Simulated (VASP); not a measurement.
Level of theory: PBE GGA, VASP's PBE PAW potentials (set 64) (plane waves; VASP 6.6.1).

VASP input:

INCAR:
```
SYSTEM = Tl
PREC = Accurate
ENCUT = 400
EDIFF = 1E-6
NELM = 100
ALGO = Normal
LREAL = .FALSE.
LASPH = .TRUE.
ISMEAR = 1
SIGMA = 0.1
GGA = PE
LMAXMIX = 4
LWAVE = .FALSE.
LCHARG = .FALSE.
ISIF = 2
```

File KPOINTS:
```
Automatic mesh
0
Gamma
11 11 6
0 0 0
```

File POSCAR:
```
Tl
1
    1.7300000000    -2.9964480000     0.0000000000
    1.7300000000     2.9964480000     0.0000000000
    0.0000000000     0.0000000000     5.5200000000
Tl
2
Direct
  0.3333330000   0.6666670000   0.2500000000
  0.6666670000   0.3333330000   0.7500000000
```

POTCAR, in this order: Tl_d (PBE.64 set). Program: vasp_std.

Question: What will the output report for the number of irreducible k-points (NKPTS), number of bands (NBANDS), largest plane-wave count, number of space-group operations, FFT grid (NGX, NGY, NGZ)?

Answer: 
```json
{
 "number of irreducible k-points (NKPTS)": "64",
 "number of bands (NBANDS)": "17",
 "largest_plane_wave_count": "1087",
 "number_of_space_group_operations": "24",
 "FFT grid (NGX, NGY, NGZ)": "24 × 24 × 36"
}
```

The compound is Tl in the hcp structure. The cell was not relaxed at this level.
